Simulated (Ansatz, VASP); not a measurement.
# Si (Si/Fe(100)) in two plane-wave programs

Wanted: the spread between two codes on one cell, functional and k mesh. The cell is taken from a series of runs on this material, whose earlier steps may have relaxed, scaled, displaced or heated it; both programs get it as it stands.

Main program and level: Ansatz 0.2.0; plane waves, with VASP 6.6.1 beside it; single point at PBE.

## (1) Starting point

The cell holds 1 atom: 1 Si. Cell: a = 5.740 Å, b = 5.740 Å, c = 25.182 Å, α = 90.0°, β = 90.0°, γ = 90.0°. Vacuum lies along c.

Coordinates:

```cif
data_structure
_symmetry_space_group_name_H-M 'P 1'
_symmetry_Int_Tables_number 1
_cell_length_a 5.7400
_cell_length_b 5.7400
_cell_length_c 25.1820
_cell_angle_alpha 90.000
_cell_angle_beta 90.000
_cell_angle_gamma 90.000
_cell_volume 829.69
loop_
_atom_site_label
_atom_site_type_symbol
_atom_site_fract_x
_atom_site_fract_y
_atom_site_fract_z
_atom_site_occupancy
Si1 Si 0.25000 0.25000 0.62523 1
```

## (2) Ansatz: single point, PBE

Ansatz runs on its default PAW (the set named soft_2) files.

With cell and atoms fixed, the geometry can't cause a difference; cores, projectors, grids and the points listed under the comparison can.

Input file input.yaml:

```yaml
crystal:
  lattice:
    - [5.74, 0.0, 0.0]
    - [0.0, 5.74, 0.0]
    - [0.0, 0.0, 25.1820376673]
  atoms:
    - { symbol: Si, position: [0.25, 0.25, 0.6252306069], spin: 1.0 }
magnetization:
  spin_polarized: true
kpoints:
  mp_grid: { grid: [5, 5, 1] }
hamiltonian:
  xc: pbe
scf:
  occupations: { method: fermi_dirac, width: 0.1 }
  convergence: { dr2_threshold: 1.0e-08 }
efield:
  axis: 3
  dipole_correction: true
  ramp_position: 0.97
  ramp_width: 0.06
output:
  write_potential: true
  write_density: true
  volumetric_format: npy
```

Launch:

```sh
$ ansatz run input.yaml --threads 4 --pin off --max-ram 12288MiB --backend cpu --events-out ev --progress --plain --runs-dir out
```

Numbers of over 12 decimals in the logs are rounded to 6 here.

The log of the run:

```text
Engine: ansatz 0.2.0, aarch64-unknown-linux-gnu
Pseudopotentials: kind: paw
Pseudopotential: Si, paw, valence charge 4, recommended cutoff 420 eV (normal), Si.paw.azcp
Functional definition: PBE
  parameter kappa = 0.804
  parameter beta = 0.066725
  exchange = pbe_x(kappa = kappa, mu = beta*pi^2/3)
  correlation = pbe_c(beta = beta)
Crystal: 1 atoms, lattice volume = 829.688 Å³
Basis set: ecut = 420 eV, 16257 PW (Γ)
Bands: 7, of which v1, the nominal top of the filled ones, is band 2 counted from 1 (1 counted from 0)
Symmetry: 8 space group operations
k-points: 6 of 25
Non-local potential: Si, projectors of the file, l = 0: 2, l = 1: 2, l = 2: 2
PAW form: soft (Blöchl's): semilocal exchange-correlation on the pseudo side does not see the compensation charge
PAW one-centre angular grid: Si, 110 points (default); XC on 64 Gauss nodes
Initial density: superposition of atomic densities (neutral atoms: chi_scale 0, normalization atom)
Starting moments: Σ|m| = 1 μB on 1 of 1 site
Initial wavefunctions: pseudopotential atomic-orbital guess
Functional: x = pbe(κ = 0.804, μ = 0.219515), c = pbe(β = 0.066725)
iter 1 solved again at ethr=3.10e-5 eV; its pass at ethr=3.10e-3 eV (dr2=1.24e-3 eV) is discarded
SCF iter   1: F=—  HF=-631.215822 eV  |F-HF|=—  |Δ(HF+E_count)|=         —  Δρ=2.65e-3 (↑2.65e-3 ↓2.57e-3)  dr2=1.27e-3  dr2_m=5.16e-2  M=1.986 μB ∫|m|=1.986 μB  β_m=1.00  ethr=3.10e-5  p=0.000 e·Å  D=7.39e-10 V/Å  ΔV_dip=-0.00 eV  dr2_dipole=6.12e-13  V_vac-E_F(+/−)=4.36/4.36 eV  ⟨swp⟩=1.5  Hψ=983  notcnv=0
efield: sawtooth ramp at fractional position 0.9700 (set: `efield.ramp_position`, or a place that a band, a saddle search or an elastic batch's reference lends), width 0.0600; the density the first Hamiltonian is built on has a dipole p = 0.000 e·Å; the dipole correction subtracts the counter field D = 7.39e-10 V/Å, which shifts the + side's vacuum level by -0.00 eV against the − side's; the planar-averaged density in the ramp window peaks in size at 8.1e-9 e/Å³
preconditioner: auto → none  [metal: Δε(μ)=0.107 eV  Ē_g=3.339 eV  σ=0.100 eV  W_gap=0.25  n_scr=12 (ndim 8)  ℏωp=1.8 eV  f_vac=0.780  D(μ)=5.36/eV (n_scr^D=8)  sad-step TF]
SCF iter   2: F=—  HF=-631.426735 eV  |F-HF|=—  |Δ(HF+E_count)|=   2.11e-1  Δρ=3.85e-4 (↑3.85e-4 ↓1.60e-4)  dr2=3.04e-3  dr2_m=2.98e-4  M=2.000 μB ∫|m|=2.000 μB  β_m=1.00  ethr=3.10e-5  p=-0.000 e·Å  D=-3.20e-8 V/Å  ΔV_dip=0.00 eV  dr2_dipole=1.56e-13  V_vac-E_F(+/−)=4.65/4.65 eV  ⟨swp⟩=2.9  Hψ=187  notcnv=0  κ⁻¹=1.0e0(r=1)
SCF iter   3: F=—  HF=-631.428071 eV  |F-HF|=—  |Δ(HF+E_count)|=   1.34e-3  Δρ=4.79e-4 (↑4.79e-4 ↓1.58e-4)  dr2=5.75e-3  dr2_m=2.16e-4  M=2.000 μB ∫|m|=2.000 μB  β_m=1.00  ethr=3.10e-5  p=0.000 e·Å  D=2.41e-7 V/Å  ΔV_dip=-0.00 eV  dr2_dipole=4.24e-14  V_vac-E_F(+/−)=4.67/4.67 eV  ⟨swp⟩=1.8  Hψ=105  notcnv=0  κ⁻¹=2.0e-1(r=2)
SCF iter   4: F=—  HF=-631.427323 eV  |F-HF|=—  |Δ(HF+E_count)|=   7.47e-4  Δρ=3.72e-4 (↑3.72e-4 ↓1.40e-4)  dr2=3.35e-3  dr2_m=1.16e-4  M=2.000 μB ∫|m|=2.000 μB  β_m=1.00  ethr=3.10e-5  p=-0.000 e·Å  D=-1.27e-7 V/Å  ΔV_dip=0.00 eV  dr2_dipole=4.34e-13  V_vac-E_F(+/−)=4.63/4.63 eV  ⟨swp⟩=2.2  Hψ=114  notcnv=0  κ⁻¹=3.5e-2(r=3)
SCF iter   5: F=—  HF=-631.426983 eV  |F-HF|=—  |Δ(HF+E_count)|=   3.41e-4  Δρ=2.48e-4 (↑2.48e-4 ↓1.19e-4)  dr2=1.65e-3  dr2_m=4.32e-5  M=2.000 μB ∫|m|=2.000 μB  β_m=1.00  ethr=3.10e-5  p=-0.000 e·Å  D=-3.05e-7 V/Å  ΔV_dip=0.00 eV  dr2_dipole=7.78e-13  V_vac-E_F(+/−)=4.61/4.61 eV  ⟨swp⟩=1.9  Hψ=101  notcnv=0  κ⁻¹=3.5e-5(r=4)
SCF iter   6: F=—  HF=-631.426954 eV  |F-HF|=—  |Δ(HF+E_count)|=   2.88e-5  Δρ=2.02e-4 (↑2.02e-4 ↓1.91e-5)  dr2=5.14e-4  dr2_m=7.66e-5  M=2.000 μB ∫|m|=2.000 μB  β_m=1.00  ethr=3.10e-5  p=0.000 e·Å  D=9.64e-8 V/Å  ΔV_dip=-0.00 eV  dr2_dipole=3.09e-14  V_vac-E_F(+/−)=4.61/4.61 eV  ⟨swp⟩=2.0  Hψ=101  notcnv=0  κ⁻¹=1.7e-6(r=5)
SCF iter   7: F=—  HF=-631.427125 eV  |F-HF|=—  |Δ(HF+E_count)|=   1.71e-4  Δρ=2.28e-4 (↑2.28e-4 ↓5.25e-5)  dr2=9.31e-4  dr2_m=6.18e-5  M=2.000 μB ∫|m|=2.000 μB  β_m=1.00  ethr=1.28e-5  p=0.000 e·Å  D=9.22e-8 V/Å  ΔV_dip=-0.00 eV  dr2_dipole=2.72e-14  V_vac-E_F(+/−)=4.60/4.60 eV  ⟨swp⟩=1.5  Hψ=122  notcnv=0  κ⁻¹=5.7e-7(r=6)
SCF iter   8: F=—  HF=-631.427016 eV  |F-HF|=—  |Δ(HF+E_count)|=   1.09e-4  Δρ=1.47e-4 (↑1.47e-4 ↓6.29e-5)  dr2=5.07e-4  dr2_m=1.66e-5  M=2.000 μB ∫|m|=2.000 μB  β_m=1.00  ethr=1.28e-5  p=0.000 e·Å  D=9.94e-8 V/Å  ΔV_dip=-0.00 eV  dr2_dipole=2.43e-14  V_vac-E_F(+/−)=4.59/4.59 eV  ⟨swp⟩=1.5  Hψ=98  notcnv=0  κ⁻¹=5.3e-7(r=7)
SCF iter   9: F=—  HF=-631.426931 eV  |F-HF|=—  |Δ(HF+E_count)|=   8.52e-5  Δρ=5.86e-5 (↑5.86e-5 ↓4.97e-5)  dr2=1.34e-4  dr2_m=1.70e-6  M=2.000 μB ∫|m|=2.000 μB  β_m=1.00  ethr=1.27e-5  p=0.000 e·Å  D=1.69e-7 V/Å  ΔV_dip=-0.00 eV  dr2_dipole=1.36e-13  V_vac-E_F(+/−)=4.59/4.59 eV  ⟨swp⟩=1.4  Hψ=97  notcnv=0  κ⁻¹=1.3e-7(r=8)
SCF iter  10: F=—  HF=-631.426927 eV  |F-HF|=—  |Δ(HF+E_count)|=   3.48e-6  Δρ=3.66e-5 (↑2.36e-5 ↓3.66e-5)  dr2=3.98e-5  dr2_m=1.04e-6  M=2.000 μB ∫|m|=2.000 μB  β_m=1.00  ethr=3.35e-6  p=0.000 e·Å  D=8.74e-8 V/Å  ΔV_dip=-0.00 eV  dr2_dipole=3.18e-16  V_vac-E_F(+/−)=4.59/4.59 eV  ⟨swp⟩=1.0  Hψ=84  notcnv=0  κ⁻¹=1.9e-8(r=8)
SCF iter  11: F=—  HF=-631.426940 eV  |F-HF|=—  |Δ(HF+E_count)|=   1.25e-5  Δρ=2.20e-5 (↑2.20e-5 ↓1.74e-5)  dr2=2.91e-7  dr2_m=2.94e-6  M=2.000 μB ∫|m|=2.000 μB  β_m=1.20  ethr=9.96e-7  p=0.000 e·Å  D=1.06e-7 V/Å  ΔV_dip=-0.00 eV  dr2_dipole=1.59e-15  V_vac-E_F(+/−)=4.59/4.59 eV  ⟨swp⟩=1.9  Hψ=102  notcnv=0
Mixer restart at iter 11: flushing history
spin-set hold released at iteration 11 (site moments contracting): the magnetisation degrees of freedom join the quasi-Newton model from the next iteration; the mixer history was flushed
SCF iter  12: F=—  HF=-631.426960 eV  |F-HF|=—  |Δ(HF+E_count)|=   1.96e-5  Δρ=3.99e-5 (↑3.99e-5 ↓1.00e-6)  dr2=1.97e-5  dr2_m=2.98e-6  M=2.000 μB ∫|m|=2.000 μB  β_m=1.20  ethr=7.29e-9  p=0.000 e·Å  D=1.14e-7 V/Å  ΔV_dip=-0.00 eV  dr2_dipole=4.18e-15  V_vac-E_F(+/−)=4.59/4.59 eV  ⟨swp⟩=3.0  Hψ=136  notcnv=0  κ⁻¹=1.0e0(r=1)
density mixer auto → broyden: no gap read (density of states about μ 1.57 of a free-electron gas's, 12 screened modes)
SCF iter  13: F=—  HF=-631.426958 eV  |F-HF|=—  |Δ(HF+E_count)|=   1.59e-6  Δρ=3.96e-5 (↑3.96e-5 ↓1.59e-6)  dr2=1.79e-5  dr2_m=3.18e-6  M=2.000 μB ∫|m|=2.000 μB  β_m=1.20  ethr=7.29e-9  p=0.000 e·Å  D=1.13e-7 V/Å  ΔV_dip=-0.00 eV  dr2_dipole=4.85e-15  V_vac-E_F(+/−)=4.59/4.59 eV  ⟨swp⟩=2.0  Hψ=106  notcnv=0  κ⁻¹=2.7e-4(r=2)
SCF iter  14: F=—  HF=-631.426959 eV  |F-HF|=—  |Δ(HF+E_count)|=   1.33e-6  Δρ=1.03e-5 (↑1.03e-5 ↓1.94e-6)  dr2=1.20e-6  dr2_m=2.33e-7  M=2.000 μB ∫|m|=2.000 μB  β_m=1.20  ethr=7.29e-9  p=0.000 e·Å  D=1.12e-7 V/Å  ΔV_dip=-0.00 eV  dr2_dipole=5.11e-15  V_vac-E_F(+/−)=4.59/4.59 eV  ⟨swp⟩=2.5  Hψ=116  notcnv=0  κ⁻¹=7.7e-5(r=3)
SCF iter  15: F=—  HF=-631.426959 eV  |F-HF|=—  |Δ(HF+E_count)|=   1.80e-7  Δρ=4.95e-7 (↑4.95e-7 ↓3.39e-7)  dr2=3.22e-9  dr2_m=2.68e-10  M=2.000 μB ∫|m|=2.000 μB  β_m=1.20  ethr=2.50e-10  p=0.000 e·Å  D=1.24e-7 V/Å  ΔV_dip=-0.00 eV  dr2_dipole=1.13e-15  V_vac-E_F(+/−)=4.59/4.59 eV  ⟨swp⟩=4.1  Hψ=464  notcnv=0  κ⁻¹=1.4e-5(r=4)
SCF iter  16: F=—  HF=-631.426959 eV  |F-HF|=—  |Δ(HF+E_count)|=   6.33e-8  Δρ=2.27e-7 (↑2.27e-7 ↓1.98e-7)  dr2=7.91e-10  dr2_m=7.34e-12  M=2.000 μB ∫|m|=2.000 μB  β_m=1.20  ethr=8.06e-11  p=0.000 e·Å  D=1.31e-7 V/Å  ΔV_dip=-0.00 eV  dr2_dipole=1.85e-17  V_vac-E_F(+/−)=4.59/4.59 eV  ⟨swp⟩=4.2  Hψ=329  notcnv=0  κ⁻¹=8.0e-6(r=5)
SCF iter  17: F=-631.426959 eV  HF=-631.426959 eV  |F-HF|=1.02e-9  |Δ(HF+E_count)|=   5.49e-8  Δρ=5.99e-8 (↑5.99e-8 ↓4.19e-8)  dr2=6.43e-11  dr2_m=6.34e-12  M=2.000 μB ∫|m|=2.000 μB  ethr=1.98e-11  p=0.000 e·Å  D=1.34e-7 V/Å  ΔV_dip=-0.00 eV  dr2_dipole=6.82e-16  V_vac-E_F(+/−)=4.59/4.59 eV  ⟨swp⟩=5.1  Hψ=346  notcnv=0
SCF 1 converged in 17 iterations: F = -631.426959 eV  dr2 = 6.43e-11
  greatest PAW one-centre occupation: 0.760 electrons in one spin orbital (limit 2), on the Si atom at site 0 (counted from 0), in its partial waves of l = 0
WARN: The output density's exchange-correlation potential varies sharply where the density is thin. Do not read a vacuum level from v_tot or v_xc, or from such a field of the output density. On a cell that repeats whose density bears no net charge and no dipole along the vacuum's axis use v_es (v_loc + v_h of the components); under efield.dipole_correction with no amplitude use v_es + v_field, which holds any externa [...]
this state was not tested for a lower state beside it, because the mixer in use, unlike msr1, does not test its closes by its own steps (another_mixer; see scf.mixing.algorithm and scf.lower_state_search)
SCF converged after 17 iterations
Magnetization: 2.0000 μB (3.0000 up, 1.0000 down)
Absolute magnetization: 2.0000 μB (∫|ρ↑−ρ↓|, with the PAW one-centre terms)
Spin contamination: 0.0003 ħ² per cell (⟨S²⟩ above its minimum at these occupations)
Per-site moments (μB) at R_I (Å): [(1.883424, 2.36775)]
Free energy (F): -631.426959 eV
Harris-Foulkes:  -631.426959 eV  (|F-HF|=1.02e-9)
Internal energy: -631.267952 eV  (E = F + TS)
E sigma→0 (E₀):  -631.347456 eV
Entropy (-TS):   -0.159007 eV (-159.007 meV/atom)
Fermi energy:    -4.292029 eV
Dipole field:    D = 0.000000 V/Å  (p = 0.000001 e·Å, saw-weighted, corrected)
Work function:   Φ+ = 4.5919 eV   Φ− = 4.5919 eV
Levels:          The Fermi level and band energies are counted from a zero that moves with the ramp; work functions are not
--- Per-component energies (eV) ---
  E_band       = -29.445310
  E_kinetic    = 34.446330
  E_local      = -238.702540  (includes V_loc(G=0)·N_el)
  E_nonlocal   = 26.416504
  E_hartree    = 95.369438
  E_xc         = -51.194593
  E_vxc        = -41.070384  (∫ρ·V_xc dr)
  E_paw        = -511.529327  (= ΣΔE_a)
  E_vpaw       = -1.274130  (= ΣTr[D̂ρ^β])
  E_aug_tail   = 0.000009  (compensation charges beyond the density's cutoff)
  E_efield     = 0.000000  (sawtooth field / dipole correction)
  E_vefield    = -0.000001  (∫n·V_field dr)
  E_ewald      = 13.926228
  E_smearing   = -0.159007  (= −TS)
  E_closure    = 0.000000  (closes the sum)
  Σ components = -631.426959   (vs F -631.426959, Δ=0.00e0)
--- Band table (eV; the first three rows and the last of 12) ---
  k-point 0 ↑: bands = ["-11.1692", "-4.4437", "-4.1991", "-4.1991", "-0.7704", "0.0446", "0.3064"]
  k-point 1 ↑: bands = ["-11.1598", "-4.4219", "-4.3516", "-4.1856", "-0.5029", "0.1737", "0.5041"]
  k-point 2 ↑: bands = ["-11.1444", "-4.5674", "-4.3854", "-4.1633", "0.1043", "0.4691", "1.0136"]
  k-point 5 ↓: bands = ["-9.4469", "-2.9584", "-2.9439", "-2.6437", "1.2982", "1.7096", "1.7642"]
```

(Continued in part 2 of 2.)

[Lines on the potential files, build, host, timing and source positions are cut from VASP's logs without a mark.]

[Logs are printed without paths, hosts, clocks, repeated set-up lines and the standing remarks that a program may print on its own settings, such as how far it seeks lower states.]

[Hosts, paths, dates, database ids (printed as entryN), source tags and the programs' standing remarks are cut or masked in the printed files.]
